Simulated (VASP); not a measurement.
A run of VASP 6.6.1 is set up as follows.

File INCAR:

```
SYSTEM = CaZr2N2
PREC     = Accurate       ! precision mode
ENCUT    = 520            ! plane-wave cutoff, eV
EDIFF    = 1E-6           ! SCF threshold, eV
ISMEAR   = 0              ! smearing method
SIGMA    = 0.1            ! smearing width, eV
LREAL    = .FALSE.        ! projectors in reciprocal space
LASPH    = .TRUE.         ! aspherical terms in the spheres
NELM     = 120            ! most SCF steps
ALGO     = Normal         ! electronic algorithm
ISIF     = 3              ! what is computed and relaxed
LWAVE    = .FALSE.        ! write WAVECAR
LCHARG   = .FALSE.        ! write CHGCAR
GGA      = PE             ! functional
IBRION   = 2              ! ionic algorithm
NSW      = 90             ! ionic steps
EDIFFG   = -0.01          ! ionic threshold
KPAR     = 8
```

KPOINTS

```
regular mesh
0
G
  10 10 10
  0 0 0
```

Contents of POSCAR:

```
CaZr2N2
1.0
   -1.7460000000      2.2658828300      5.1954881400
    1.7460000000     -2.2658828300      5.1954881400
    1.7460000000      2.2658828300     -5.1954881400
Ca Zr N
1 2 2
Direct
    0.0000000000      0.0000000000      0.0000000000
    0.6875429400      0.6875429400      0.0000000000
    0.3124570600      0.3124570600      0.0000000000
    0.8190178100      0.3190178100      0.5000000000
    0.1809821900      0.6809821900      0.5000000000
```

Potentials or basis: VASP PAW PBE potentials, release 64 (Ca_sv, Zr_sv, N).

Launch:

```bash
$ cat potpaw_PBE.64/Ca_sv/POTCAR potpaw_PBE.64/Zr_sv/POTCAR potpaw_PBE.64/N/POTCAR > POTCAR
$ mpirun -np 8 vasp_std > vasp.out
```

(1) What does it give for the band gap on the k mesh?

(2) Estimate the relaxed cell.

(3) What does it give for the space group after relaxing (to 0.05 Å)?

Results:

(1) none (metal or under the smearing width).

(2) a = 5.972 Å, b = 5.972 Å, c = 5.972 Å, α = 146.27°, β = 135.33°, γ = 57.13°.

(3) Immm (No. 71).
